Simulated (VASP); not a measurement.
A run of VASP 6.6.1:

INCAR

```
SYSTEM = GaCl3
AGGAC    = 0.0          
ALGO     = Normal         ! electronic algorithm
EDIFF    = 1E-7           ! SCF threshold, eV
ENCUT    = 520            ! plane-wave cutoff, eV
GGA      = BO             ! functional
ISIF     = 2              ! what is computed and relaxed
ISMEAR   = 0              ! smearing method
LASPH    = .TRUE.         ! aspherical terms in the spheres
LCHARG   = .TRUE.         ! write CHGCAR
LELF     = .TRUE.         ! ELF
LREAL    = .FALSE.        ! projectors in reciprocal space
LUSE_VDW = .TRUE.       
LVACPOTAV= .TRUE.       
LVHAR    = .TRUE.       
LWAVE    = .FALSE.        ! write WAVECAR
NELM     = 100            ! most SCF steps
PARAM1   = 0.1833333333 
PARAM2   = 0.22         
PREC     = Accurate       ! precision mode
SIGMA    = 0.01           ! smearing width, eV
```

KPOINTS

```
k-points
0
G
  1 1 1
  0 0 0
```

Contents of POSCAR:

```
GaCl3
1.0
   11.0000000000      0.0000000000      0.0000000000
    0.0000000000     13.0000000000      0.0000000000
    0.0000000000      0.0000000000     13.0000000000
Cl Ga
3 1
Cartesian
    6.3137000300      7.1007500200      8.0633000500
    5.3567000300      4.7343500100      5.4442000600
    4.7123000100      8.3076500000      5.0046999600
    5.4607999600      6.7142500100      6.1706999900
```

Potentials or basis: VASP PAW PBE potentials, release 64 (Cl, Ga_d).

Run with:

```console
$ cat potpaw_PBE.64/Cl/POTCAR potpaw_PBE.64/Ga_d/POTCAR > POTCAR
$ mpirun -np 1 vasp_gam > vasp.out
```

Hardware: 1 thread of Intel(R) Xeon(R) 6975P-C (Granite Rapids), on a shared host.

Q: How long does it take, and how much memory?

A: It took 32 min on 1 thread of Intel(R) Xeon(R) 6975P-C (Granite Rapids) (shared host), peak memory 4.7 GiB. Counts: scf iterations 34, k points 1.
